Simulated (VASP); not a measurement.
A convergence study with VASP on BaF$_{2}$ (space group no. 225 when undisturbed): one setting is varied, all else stays as given below, so the limit is that of these other settings. One atom is moved off its site, so that forces are finite.

```
CELL_PARAMETERS angstrom
      0.00000     3.09070     3.09070
      3.09070     0.00000     3.09070
      3.09070     3.09070     0.00000
ATOMIC_POSITIONS crystal
  Ba 0.00809 0.00809 0.99191
  F  0.25000 0.25000 0.25000
  F  0.75000 0.75000 0.75000
```

Computed with PBE GGA, VASP's PBE PAW potentials (set 64) (plane waves; VASP). The tightest run used: 960 eV cut-off, 7×7×7 Γ-centred mesh, Fermi-Dirac smearing of 0.010 eV, potentials Ba_sv F.

Unless said otherwise, spin-orbit coupling is left out, though it shifts the bands of the heavy elements here. Gaps are read on the run's mesh, which can miss a band edge.

Task: The settings run are ENCUT = 140; ENCUT = 160; ENCUT = 180; ENCUT = 200; ENCUT = 220; ENCUT = 240; ENCUT = 280; ENCUT = 320; ENCUT = 360; ENCUT = 440; ENCUT = 480; ENCUT = 540; ENCUT = 600; ENCUT = 700; ENCUT = 800; ENCUT = 960. From which on does the energy per atom stay within 0.01 eV/atom of the tightest run?

Result: From ENCUT = 440 on: it is off by 0.0014 there and by no more than 0.01 in any finer run, while ENCUT = 360 is off by 0.0175.
| setting | E (eV/atom) | pressure (GPa) | largest force (eV/Å) | gap on the mesh (eV) | plane waves | difference judged (eV/atom) |
|---|---|---|---|---|---|---|
| ENCUT = 140 | -3.1853 | -373.49 | 0.092 | 6.457 | 231 | 2.5164 |
| ENCUT = 160 | -4.2772 | -302.02 | 0.176 | 7.148 | 283 | 1.4245 |
| ENCUT = 180 | -5.1444 | -239.32 | 0.224 | 7.378 | 331 | 0.5574 |
| ENCUT = 200 | -5.4585 | -185.11 | 0.222 | 7.161 | 387 | 0.2433 |
| ENCUT = 220 | -5.6060 | -142.37 | 0.200 | 7.011 | 452 | 0.0958 |
| ENCUT = 240 | -5.8702 | -106.14 | 0.195 | 7.078 | 531 | 0.1685 |
| ENCUT = 280 | -5.7705 | -56.76 | 0.212 | 7.002 | 637 | 0.0688 |
| ENCUT = 320 | -5.7724 | -27.63 | 0.205 | 6.933 | 779 | 0.0707 |
| ENCUT = 360 | -5.7192 | -11.56 | 0.203 | 6.864 | 941 | 0.0175 |
| ENCUT = 440 | -5.7004 | 0.97 | 0.206 | 6.827 | 1259 | 0.0014 |
| ENCUT = 480 | -5.6984 | 2.58 | 0.206 | 6.821 | 1420 | 0.0034 |
| ENCUT = 540 | -5.6980 | 3.08 | 0.206 | 6.820 | 1696 | 0.0037 |
| ENCUT = 600 | -5.6993 | 2.96 | 0.206 | 6.823 | 1992 | 0.0024 |
| ENCUT = 700 | -5.7010 | 2.92 | 0.206 | 6.826 | 2521 | 0.0008 |
| ENCUT = 800 | -5.7016 | 3.09 | 0.206 | 6.828 | 3071 | 0.0001 |
| ENCUT = 960 | -5.7017 | 3.21 | 0.206 | 6.828 | 4009 | 0.0000 |

Left out are rungs that failed or repeat a setting and relaxations that didn't move; long series are thinned to 24 rows.

The structure is a typed BaF2 crystal (space group no. 225). The cell was not relaxed at this level, it is distorted from the ideal structure.
